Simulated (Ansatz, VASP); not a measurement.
## One calculation of Ge2Sb, two programs

INCAR

```
SYSTEM = Ge2Sb
  PREC = Accurate
  ENCUT = 600
  EDIFF = 1E-6
  ISMEAR = 0
  SIGMA = 0.1
  LREAL = .False.
  LASPH = .True.
  NELM = 100
  ALGO = Normal
  ISIF = 3
  LWAVE = .False.
  LCHARG = .False.
  GGA = PE
  IBRION = 2
  NSW = 100
  EDIFFG = -0.01
```

The input KPOINTS:

```
Automatic mesh
0
Gamma
  12 12 12
  0 0 0
```

File POSCAR:

```
Ge2Sb
1.0
    0.0000000000      3.3905155081      3.3905155081
    3.3905155081      0.0000000000      3.3905155081
    3.3905155081      3.3905155081      0.0000000000
Ge Sb
2 1
Direct
    0.7500000000      0.7500000000      0.7500000000
    0.5000000000      0.5000000000      0.5000000000
    0.0000000000      0.0000000000      0.0000000000
```

Input for Ansatz:

```yaml
crystal:
  lattice:
    - [0.0, 3.3905155081, 3.3905155081]
    - [3.3905155081, 0.0, 3.3905155081]
    - [3.3905155081, 3.3905155081, 0.0]
  atoms:
    - { symbol: Ge, position: [0.75, 0.75, 0.75] }
    - { symbol: Ge, position: [0.5, 0.5, 0.5] }
    - { symbol: Sb, position: [0.0, 0.0, 0.0] }
basis:
  ecutwfc: 420
kpoints:
  mp_grid: { grid: [12, 12, 12] }
hamiltonian:
  xc: pbe
scf:
  occupations: { method: gaussian, width: 0.1 }
output:
  forces: true
  stress: true
  eigenvalues: true
  write_density: true
  write_potential: true
  elf: true
  volumetric_format: npy
relax:
  adjacent_minimum: "off"
  f_tol: 0.01
  max_steps: 80
  cell: { stress_tol: 0.05 }
```

Alike in both runs: task relaxation of cell and atoms; functional PBE; k mesh 12 × 12 × 12; occupations gaussian, width 0.1 eV; no spin polarisation.

|  | VASP | Ansatz |
| --- | --- | --- |
| version | VASP 6.6.1 | Ansatz 0.2.0 |
| potentials or method | VASP PAW PBE potentials, release 64 (Ge_d, Sb) | scalar-relativistic, plane waves, PAW |
| plane-wave cutoff (eV) | 600 | 420 |
| valence electrons in the cell | 33 | 43 |

Ansatz gave:

* gap on the k mesh at the Fermi level, each at its own relaxed structure (eV): none
* relaxed volume (Å³/atom): 25.40
* relaxed cell length with the largest relative difference (Å): 4.759
* energy change over the relaxation (meV/atom): -2

Task: What did VASP give for the same quantities?

Result: gap on the k mesh at the Fermi level, each at its own relaxed structure (eV): none; relaxed volume (Å³/atom): 25.38; relaxed cell length with the largest relative difference (Å): 4.758; energy change over the relaxation (meV/atom): -2.

A gap of «none» marks a metal or a gap that the smearing closes. The two sets of potentials don't hold the same shells in valence.

The runs have no spin-orbit coupling, so splittings on Sb are missing.
